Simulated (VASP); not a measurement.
KMgF3: energy against volume

KMgF3 (cubic perovskite, Pm-3m, 12.659 Å³/atom and stress up to 0.13 GPa in the relaxed cell, cube axes along x, y and z) under an equal strain ε along all three axes. PBEsol in VASP (plane waves, PAW), 600 eV, 8×8×8 Γ-centred mesh, Gaussian smearing 0.05 eV; ions are relaxed, or left where forces stay under 0.02 eV/Å, within the symmetry of each cell.

Here V stands for volume and E for E less E0.

```csv
volume (Å³/atom),E less E0 (meV/atom),pressure (GPa)
11.5536,?,?
11.9146,12.79,5.03
12.0979,7.34,3.60
12.2831,3.44,2.27
12.4701,1.00,1.03
12.6591,0.00,-0.13
12.8499,0.30,-1.20
13.0426,1.85,-2.20
13.2373,4.61,-3.13
13.4339,8.50,-3.98
```

### Question
Fit E against V with the third-order Birch-Murnaghan form, a cubic in V^(-2/3), and predict the withheld value at V = 11.5536.

### Answer
With u = V^(-2/3) - 0.184, the rows have u = 0.007696, 0.005755, 0.003843, 0.001960, 0.000105, -0.001722, -0.003522, -0.005296, -0.007044. Least squares gives E = -0.027 + 148.16·u + 194920·u² + 292553·u³. Residuals (row less fit): -0.001, 0.003, 0.002, -0.014, 0.009, 0.006, -0.006, -0.002, 0.001; standard error 0.009 (degrees of freedom: 5). Its minimum lies at u = -0.000380, so V0 = (0.183620)^(-3/2) = 12.71. There d²E/du² = 389200 and d³E/du³ = 1755000, so B0 = (4/9) × 12.71^(-7/3) × 389200 × 0.160218 = 73.5 GPa (the last factor turns the table's units into GPa), and B0' = 4 + (2/3) × 0.183620 × (1755000)/389200 = 4.6. B0' rests on the cubic coefficient alone and has a standard error of 0.1 from these residuals. At the withheld row, u = 0.011669, so E = -0.027 + 148.16 × 0.011669 + 194920 × 0.011669² + 292553 × 0.011669³ = 28.708 meV/atom. The calculation gives 28.71 meV/atom, which the fit meets to the printed digits. The row lies outside the fitted rows, so this is an extrapolation. From the scatter of the fitted rows alone, a prediction at this place has a standard error of 0.042 meV/atom, so the miss is 0.0 times that.

The primitive cell can neither tilt nor turn polar against its symmetry, as such crystals can under strain. Other structures, which can take over under pressure, weren't tried. The same form fitted to the pressure column gives B0' = 4.5; series where the two differ by over 0.4 aren't shown. Rows are the converged runs of the series near zero and its far end, less any whose ions stayed unrelaxed beside relaxed ones; series whose fitted rows scatter by over a few per cent of the range, as at a crossing or softening among them, aren't shown in this form.
